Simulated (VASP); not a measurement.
VASP ran on this input.

File KPOINTS:
```
Automatic
0
Gamma
 6 6 6
```

File POSCAR:
```
LaAg
1.0
  3.7485850000   0.0000000000   0.0000000000
  0.0000000000   3.7485850000   0.0000000000
  0.0000000000   0.0000000000   3.7587150000
La Ag
1 1
Cart
  1.8742925000   1.8742925000   1.8793575000
  0.0000000000   0.0000000000   0.0000000000
```

**INCAR**
```
# general
SYSTEM  = LaAg
PREC    = Accurate
ENCUT   = 300
LREAL   = F
LASPH   = T

# electronic loop
EDIFF   = 1E-6
NELM    = 100
ALGO    = Normal
LMAXMIX = 6

# smearing
ISMEAR  = 0
SIGMA   = 0.1

# functional
GGA     = PS

# ions
ISIF    = 2

# output
LWAVE   = F
LCHARG  = F
```

POTCAR, in this order: La Ag (PBE.64 set). Program: vasp_std.

### Question
Translate this PBEsol calculation to Quantum ESPRESSO's pw.x.

### Answer
One equivalent input (not run):
```
&CONTROL
  calculation = 'scf'
  pseudo_dir = './pseudo'
  outdir = './out'
  tprnfor = .true.
  tstress = .true.
/
&SYSTEM
  ibrav = 0
  nat = 2
  ntyp = 2
  ecutwfc = 110
  occupations = 'smearing'
  smearing = 'gaussian'
  degauss = 0.00735
  input_dft = 'pbesol'
/
&ELECTRONS
  conv_thr = 7.3e-08
  electron_maxstep = 100
/
ATOMIC_SPECIES
  La 138.905 La.upf
  Ag 107.868 Ag.upf
CELL_PARAMETERS angstrom
     3.7485850    0.0000000    0.0000000
     0.0000000    3.7485850    0.0000000
     0.0000000    0.0000000    3.7587150
ATOMIC_POSITIONS crystal
  La   0.5000000  0.5000000  0.5000000
  Ag   0.0000000  0.0000000  0.0000000
K_POINTS automatic
  6 6 6 0 0 0
```
What does not carry over: the potentials are each code's own (VASP's PAW set, PseudoDojo norm-conserving files in pw.x), so ENCUT and ecutwfc are chosen apart and not converted; conv_thr bounds pw.x's estimated SCF error, while EDIFF bounds the energy change between steps.

The structure comes from a computed database's LaAg entry (P4/mmm); how it stands against other phases isn't given here. The cell was not relaxed at this level. The run is one of a series of settings (GGA = PS, POTCAR La Ag (PBE.64 set) against the base run), some of them coarse on purpose.
